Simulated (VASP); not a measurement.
These are LDA (Ceperley-Alder, Perdew-Zunger), VASP's LDA PAW potentials (set 64) (plane waves; VASP) values and carry that method's errors.

Input for VASP

**KPOINTS**
```
Automatic mesh
0
Gamma
9 9 9
0 0 0
```

### INCAR
```
ALGO  =  Normal
EDIFF  =  1E-7
ENCUT  =  400
ISIF  =  2
ISMEAR  =  -5
LASPH  =  .True.
LCHARG  =  .True.
LEFG  =  .True.
LMAXMIX  =  6
LORBIT  =  11
LREAL  =  .False.
LWAVE  =  .False.
NEDOS  =  601
NELM  =  100
PREC  =  Accurate
SYSTEM  =  Pt3Ti
```

**POSCAR**
```
Pt3Ti
3.8759280
  0.9999999387   0.0000000000   0.0000000000
  0.0000000000   0.9999999387   0.0000000000
  0.0000000000   0.0000000000   0.9999999387
Ti Pt
1 3
direct
  0.0000000000   0.0000000000   0.0000000000
  0.0000000000   0.5000000000   0.5000000000
  0.5000000000   0.0000000000   0.5000000000
  0.5000000000   0.5000000000   0.0000000000
```

POTCAR, in this order: Ti_sv Pt (LDA.64 set). Program: vasp_std.

Output of the run:

File OSZICAR:
```
       N       E                     dE             d eps       ncg     rms          rms(c)
DAV:   1     0.329242432722E+03    0.32924E+03   -0.18158E+04  1750   0.149E+03
DAV:   2    -0.105234105082E+02   -0.33977E+03   -0.33346E+03  1916   0.407E+02
DAV:   3    -0.370675302127E+02   -0.26544E+02   -0.25974E+02  2476   0.100E+02
DAV:   4    -0.378787021407E+02   -0.81117E+00   -0.80024E+00  2081   0.183E+01
DAV:   5    -0.379043698327E+02   -0.25668E-01   -0.25662E-01  2500   0.315E+00    0.240E+01
DAV:   6    -0.358611735400E+02    0.20432E+01   -0.20441E+01  2501   0.329E+01    0.134E+01
DAV:   7    -0.356168718975E+02    0.24430E+00   -0.27915E+01  2499   0.327E+01    0.108E+01
DAV:   8    -0.347713894380E+02    0.84548E+00   -0.17475E+00  2445   0.104E+01    0.466E+00
DAV:   9    -0.346934539110E+02    0.77936E-01   -0.22062E+00  2588   0.801E+00    0.249E+00
DAV:  10    -0.346227925976E+02    0.70661E-01   -0.47207E-01  2465   0.463E+00    0.251E-01
DAV:  11    -0.346257908528E+02   -0.29983E-02   -0.93568E-03  2450   0.739E-01    0.403E-01
DAV:  12    -0.346232378963E+02    0.25530E-02   -0.11351E-02  2485   0.636E-01    0.408E-02
DAV:  13    -0.346234028414E+02   -0.16495E-03   -0.26145E-04  2178   0.111E-01    0.150E-02
DAV:  14    -0.346233201408E+02    0.82701E-04   -0.44169E-05  2496   0.471E-02    0.137E-02
DAV:  15    -0.346233522524E+02   -0.32112E-04   -0.89393E-06  2440   0.236E-02    0.295E-03
DAV:  16    -0.346233596405E+02   -0.73881E-05   -0.47422E-07  2168   0.413E-03    0.288E-04
DAV:  17    -0.346233602397E+02   -0.59920E-06   -0.18405E-08  1022   0.898E-04    0.203E-04
DAV:  18    -0.346233615165E+02   -0.12769E-05   -0.15102E-08   953   0.778E-04    0.298E-04
DAV:  19    -0.346233607711E+02    0.74547E-06   -0.53284E-09   934   0.652E-04    0.123E-04
DAV:  20    -0.346233607142E+02    0.56864E-07   -0.69587E-10   925   0.161E-04
   1 F= -.34623361E+02 E0= -.34623361E+02  d E =0.000000E+00
```

### OUTCAR
```
------------------------ aborting loop because EDIFF is reached ----------------------------------------
  FORCE on cell =-STRESS in cart. coord.  units (eV):
  Direction    XX          YY          ZZ          XY          YZ          ZX
  --------------------------------------------------------------------------------------
  Total        0.0390492      0.0390492      0.0390492      0.0000000      0.0000000     -0.0000000
  in kB        1.0744725      1.0744725      1.0744725      0.0000000      0.0000000     -0.0000000
  external PRESSURE =       1.0744725 kB  Pullay stress =       0.0000000 kB
  volume of cell :       58.23
      direct lattice vectors                 reciprocal lattice vectors
     3.875927762  0.000000000  0.000000000     0.258002744  0.000000000  0.000000000
     0.000000000  3.875927762  0.000000000     0.000000000  0.258002744  0.000000000
     0.000000000  0.000000000  3.875927762     0.000000000  0.000000000  0.258002744
 POSITION                                       TOTAL-FORCE (eV/Angst)
 -----------------------------------------------------------------------------------
      0.00000      0.00000      0.00000         0.000000      0.000000      0.000000
      0.00000      1.93796      1.93796         0.000000      0.000000      0.000000
      1.93796      0.00000      1.93796         0.000000      0.000000      0.000000
      1.93796      1.93796      0.00000         0.000000      0.000000      0.000000
 -----------------------------------------------------------------------------------
    total drift:                                0.000000      0.000000      0.000000
  FREE ENERGIE OF THE ION-ELECTRON SYSTEM (eV)
  ---------------------------------------------------
  free  energy   TOTEN  =       -34.6233607142 eV

  energy  without entropy=      -34.6233607142  energy(sigma->0) =      -34.62336071

 total charge

# of ion       s       p       d       tot
------------------------------------------
    1        2.218   6.170   1.839  10.226
    2        0.712   0.699   8.094   9.505
    3        0.712   0.699   8.094   9.505
    4        0.712   0.699   8.094   9.505
--------------------------------------------------
tot          4.355   8.266  26.120  38.740

 Electric field gradients after diagonalization (V/A^2)
 (convention: |V_zz| > |V_xx| > |V_yy|)
----------------------------------------------------------------------
 ion       V_xx      V_yy      V_zz     asymmetry (V_yy - V_xx)/ V_zz
----------------------------------------------------------------------
   1       0.000     0.000    -0.000       0.496
   2      37.276    37.276   -74.551       0.000
   3      37.276    37.276   -74.551       0.000
   4      37.276    37.276   -74.551       0.000
```
(Selected blocks of OUTCAR.)

For a metal the tetrahedron method with Blöchl corrections gives inexact stress and forces.

The compound is Pt3Ti in the L1_2 structure. It was relaxed first.
